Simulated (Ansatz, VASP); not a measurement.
**Cross-check of SnAs between VASP and Ansatz**

Wanted: the spread between two codes on one cell, functional and k mesh. The cell is taken from a series of VASP runs on this material, whose earlier steps may have relaxed, scaled or displaced it; both programs get it as it stands.

Method: plane waves, with VASP 6.6.1 beside it; band structure at PBEsol, spin-orbit coupling, in Ansatz 0.2.0.

## (1) The starting structure

Symmetry: Fm-3m, No. 225, cubic system. The conventional cell has a = 5.719 Å, b = 5.719 Å, c = 5.719 Å, α = 90.00°, β = 90.00°, γ = 90.00°. Sn has 6 As at 2.86 Å nearest. Nearest to As lie 6 Sn at 2.86 Å. Farther neighbours are not listed.

## (2) VASP: band structure, PBEsol, spin-orbit coupling

With cell and atoms fixed, the geometry can't cause a difference; cores, projectors, grids and the points listed under the comparison can.

Lines of VASP's logs that name or quote its potential files are left out, and so is its time.

INCAR reads:

```
SYSTEM = SnAs
PREC = Accurate
ENCUT = 400
EDIFF = 1E-06
NELM = 100
ISMEAR = 0
SIGMA = 0.05
LREAL = .FALSE.
ALGO = Normal
GGA = PS
LNONCOLLINEAR = .TRUE.
MAGMOM = 0 0 0 0 0 0
NBANDS = 30
GGA_COMPAT = .FALSE.
LASPH = .TRUE.
LSORBIT = .TRUE.
LORBIT = 11
LWAVE = .FALSE.
LCHARG = .FALSE.
KPAR = 2
```

POSCAR reads:

```
SnAs
1.0
    0.0000000000      2.8593080381      2.8593080381
    2.8593080381      0.0000000000      2.8593080381
    2.8593080381      2.8593080381      0.0000000000
Sn As
1 1
Direct
    0.0000000000      0.0000000000      0.0000000000
    0.5000000000      0.5000000000      0.5000000000
```

KPOINTS reads:

```
Automatic mesh
0
Gamma
7 7 7
0 0 0
```

KPOINTS_OPT reads:

```
Line mode
16
Line-mode
Reciprocal
  0.00000000   0.00000000   0.00000000 GAMMA
  0.50000000   0.00000000   0.50000000 X

  0.50000000   0.00000000   0.50000000 X
  0.50000000   0.25000000   0.75000000 W

  0.50000000   0.25000000   0.75000000 W
  0.37500000   0.37500000   0.75000000 K

  0.37500000   0.37500000   0.75000000 K
  0.00000000   0.00000000   0.00000000 GAMMA

  0.00000000   0.00000000   0.00000000 GAMMA
  0.50000000   0.50000000   0.50000000 L

  0.50000000   0.50000000   0.50000000 L
  0.62500000   0.25000000   0.62500000 U

  0.62500000   0.25000000   0.62500000 U
  0.50000000   0.25000000   0.75000000 W

  0.50000000   0.25000000   0.75000000 W
  0.50000000   0.50000000   0.50000000 L

  0.50000000   0.50000000   0.50000000 L
  0.37500000   0.37500000   0.75000000 K

  0.62500000   0.25000000   0.62500000 U
  0.50000000   0.00000000   0.50000000 X
```

Potentials, in the order of the species: Sn_d and As (PBE family, release 64).

Run with:

```sh
mpirun -np 2 vasp_ncl
```

Numbers of over 12 decimals in the logs are rounded to 6 here.

Output:

```text
[banner, memory and clock lines left out]
running    2 mpi-ranks, on    1 nodes
 distrk:  each k-point on    1 cores,    2 groups
 distr:  one band on    1 cores,    1 groups

 POSCAR found type information on POSCAR SnAs
 POSCAR found :  2 types and       2 ions
|                                                                             |
|               ----> ADVICE to this user running VASP <----                  |
|                                                                             |
|     You enforced a specific xc type in the INCAR file but a different       |
|     [... a line on the potential file left out ...]
|     I HOPE YOU KNOW WHAT YOU ARE DOING!                                     |
|                                                                             |

 LDA part: xc-table for (Slater+PW92), standard interpolation
 POSCAR, INCAR and KPOINTS ok, starting setup
 FFT: planning ... GRIDC
 FFT: planning ... GRID_SOFT
 FFT: planning ... GRID
 WAVECAR not read
 entering main loop
       N       E                     dE             d eps       ncg     rms          rms(c)
DAV:   1     0.150180058427E+03    0.15018E+03   -0.76045E+03  1270   0.142E+03
DAV:   2     0.921410738812E+01   -0.14097E+03   -0.13602E+03  1218   0.402E+02
DAV:   3    -0.895719934326E+01   -0.18171E+02   -0.17795E+02  1468   0.128E+02
DAV:   4    -0.964883359303E+01   -0.69163E+00   -0.69025E+00  1368   0.265E+01
DAV:   5    -0.966963333639E+01   -0.20800E-01   -0.20798E-01  1730   0.461E+00    0.280E+00
DAV:   6    -0.957057695834E+01    0.99056E-01   -0.15380E-01  1686   0.486E+00    0.163E+00
DAV:   7    -0.956323606980E+01    0.73409E-02   -0.48101E-02  1510   0.170E+00    0.671E-01
DAV:   8    -0.956226534963E+01    0.97072E-03   -0.26698E-03  1426   0.512E-01    0.386E-01
DAV:   9    -0.956207972250E+01    0.18563E-03   -0.71266E-04  1408   0.264E-01    0.500E-02
DAV:  10    -0.956206507921E+01    0.14643E-04   -0.16107E-04  1568   0.163E-01    0.285E-02
DAV:  11    -0.956206455709E+01    0.52211E-06   -0.22709E-05  1508   0.544E-02    0.276E-03
DAV:  12    -0.956206493128E+01   -0.37419E-06   -0.19173E-06  1262   0.108E-02
   1 F= -.95620649E+01 E0= -.95608310E+01  d E =-.246781E-02  mag=    -0.0000    -0.0000    -0.0000
 Start KPOINTS_OPT (optional k-point list driver)
k-point batch [1-20\160]
       N       E                     dE             ncg
DAV:   1     0.678536652659E+03   -0.57018E+04     1252
DAV:   2    -0.219955409056E+04   -0.28781E+04     1206
DAV:   3    -0.257890669437E+04   -0.37935E+03     1544
DAV:   4    -0.259162967235E+04   -0.12723E+02     1472
DAV:   5    -0.259200528791E+04   -0.37562E+00     1768
DAV:   6    -0.259201041427E+04   -0.51264E-02     1568
DAV:   7    -0.259201054049E+04   -0.12623E-03     1736
DAV:   8    -0.259201054252E+04   -0.20295E-05     1372
DAV:   9    -0.259201054260E+04   -0.76483E-07      924
[...]
k-point batch [141-160\160]
       N       E                     dE             ncg
DAV:   1     0.502025307635E+03   -0.11002E+05     1238
DAV:   2    -0.235388054854E+04   -0.28559E+04     1200
DAV:   3    -0.270696851821E+04   -0.35309E+03     1568
DAV:   4    -0.271897882504E+04   -0.12010E+02     1410
DAV:   5    -0.271935456135E+04   -0.37574E+00     1782
DAV:   6    -0.271935791057E+04   -0.33492E-02     1512
DAV:   7    -0.271935806047E+04   -0.14990E-03     1778
DAV:   8    -0.271935806172E+04   -0.12481E-05     1236
DAV:   9    -0.271935806181E+04   -0.94537E-07      902
```

OUTCAR, selected parts (step 2):

```text
ion  position               nearest neighbor table
   1  0.000  0.000  0.000-   2 2.86   2 2.86   2 2.86   2 2.86   2 2.86   2 2.86
   2  0.500  0.500  0.500-   1 2.86   1 2.86   1 2.86   1 2.86   1 2.86   1 2.86

  LATTYP: Found a face centered cubic cell.
 ALAT       =     5.7186160762

 Subroutine GETGRP returns: Found 48 space group operations
 (whereof 48 operations were pure point group operations)

The static configuration has the point symmetry O_h .

 Found     20 irreducible k-points:

   k-points           NKPTS =     20   k-points in BZ     NKDIM =     20   number of bands    NBANDS=     30

   dimension x,y,z NGX =    28 NGY =   28 NGZ =   28
   dimension x,y,z NGXF=    56 NGYF=   56 NGZF=   56

   ENCUT  =  400.0 eV  29.40 Ry    5.42 a.u.   6.59  6.59  6.59*2*pi/ulx,y,z

   NELECT =      19.0000    total number of electrons

 k-points in reciprocal lattice and weights: Automatic mesh
   0.00000000  0.00000000  0.00000000       0.003
   0.14285714  0.00000000  0.00000000       0.023
   0.28571429  0.00000000  0.00000000       0.023
   0.42857143  0.00000000  0.00000000       0.023
   0.14285714  0.14285714  0.00000000       0.017
   0.28571429  0.14285714  0.00000000       0.070
   0.42857143  0.14285714  0.00000000       0.070
  -0.42857143  0.14285714  0.00000000       0.070
  -0.28571429  0.14285714  0.00000000       0.070
[...]
-0.42857143  0.42857143  0.14285714       0.070
  -0.28571429  0.42857143  0.14285714       0.070

 average (electrostatic) potential at core
       1 -99.9011       2 -47.4757

 E-fermi :   6.9488

 k-point     1 :       0.0000    0.0000    0.0000
  band No.  band energies     occupation
    ...
     16       5.5546      1.00000
     17       5.9926      1.00000
     18       5.9926      1.00000
     19       5.9926      1.00000
     20       5.9926      1.00000
     21      11.9159      0.00000
     22      11.9159      0.00000
     23      12.6689      0.00000
     24      12.6689      0.00000
     25      12.6689      0.00000
    ...

 k-point     2 :       0.1429    0.0000    0.0000
  band No.  band energies     occupation
    ...
     14       2.6854      1.00000
     15       5.7167      1.00000
     16       5.7167      1.00000
     17       6.0148      1.00000
     18       6.0148      1.00000
     19       6.9752      0.22812
     20       6.9752      0.22812
     21      10.8404      0.00000
     22      10.8404      0.00000
     23      11.3728      0.00000
    ...

 k-point     3 :       0.2857    0.0000    0.0000
  band No.  band energies     occupation
    ...
     14       0.5043      1.00000
     15       5.8852      1.00000
     16       5.8852      1.00000
     17       6.1369      1.00000
     18       6.1369      1.00000
     19       7.6669      0.00000
     20       7.6669      0.00000
     21       9.3311      0.00000
     22       9.3311      0.00000
     23       9.7278      0.00000
    ...

  Total       -0.0397410     -0.0397410     -0.0397410     -0.0000000     -0.0000000      0.0000000
  in kB       -1.3618743     -1.3618743     -1.3618743     -0.0000000     -0.0000000      0.0000000
  external PRESSURE =      -1.3618743 kB  Pullay stress =       0.0000000 kB

  energy-cutoff  :      400.00
  volume of cell :       46.75
      direct lattice vectors                 reciprocal lattice vectors
     0.000000000  2.859308038  2.859308038    -0.174867483  0.174867483  0.174867483
     2.859308038  0.000000000  2.859308038     0.174867483 -0.174867483  0.174867483
     2.859308038  2.859308038  0.000000000     0.174867483  0.174867483 -0.174867483

 POSITION                                       TOTAL-FORCE (eV/Angst)
 -----------------------------------------------------------------------------------
      0.00000      0.00000      0.00000         0.000000     -0.000000     -0.000000
      2.85931      2.85931      2.85931        -0.000000      0.000000      0.000000
 -----------------------------------------------------------------------------------
    total drift:                               -0.000000      0.000000      0.000000

  FREE ENERGIE OF THE ION-ELECTRON SYSTEM (eV)
  ---------------------------------------------------
  free  energy   TOTEN  =        -9.5620649313 eV

  energy  without entropy=       -9.5595971208  energy(sigma->0) =       -9.56083103

 Spin-Orbit-Coupling matrix elements
 Ion:    1  E_soc:     -0.0972316
 Ion:    2  E_soc:     -0.0273673

 total charge
# of ion       s       p       d       tot
------------------------------------------
    1        1.224   0.951  10.016  12.191
    2        1.266   1.439   0.034   2.740
--------------------------------------------------
tot          2.490   2.391  10.050  14.931

 magnetization (x)
# of ion       s       p       d       tot
------------------------------------------
    1        0.000   0.000  -0.000   0.000
    2        0.000   0.000   0.000   0.000
--------------------------------------------------
tot          0.000   0.000  -0.000   0.000

 magnetization (y)
# of ion       s       p       d       tot
------------------------------------------
    1       -0.000   0.000   0.000   0.000
    2        0.000   0.000  -0.000  -0.000
--------------------------------------------------
tot         -0.000   0.000   0.000   0.000

 magnetization (z)
# of ion       s       p       d       tot
------------------------------------------
    1        0.000   0.000  -0.000   0.000
    2        0.000   0.000   0.000   0.000
--------------------------------------------------
tot          0.000   0.000  -0.000   0.000

[... 3 further parts left out ...]
```

The run ends at a pressure of -0.14 GPa.

(Continued in part 2 of 2.)

[Lines on the potential files, build, host, timing and source positions are cut from VASP's logs without a mark.]

[Logs are printed without paths, hosts, clocks, repeated set-up lines and the standing remarks that a program may print on its own settings, such as how far it seeks lower states.]

[Hosts, paths, dates, database ids (printed as entryN), source tags and the programs' standing remarks are cut or masked in the printed files.]
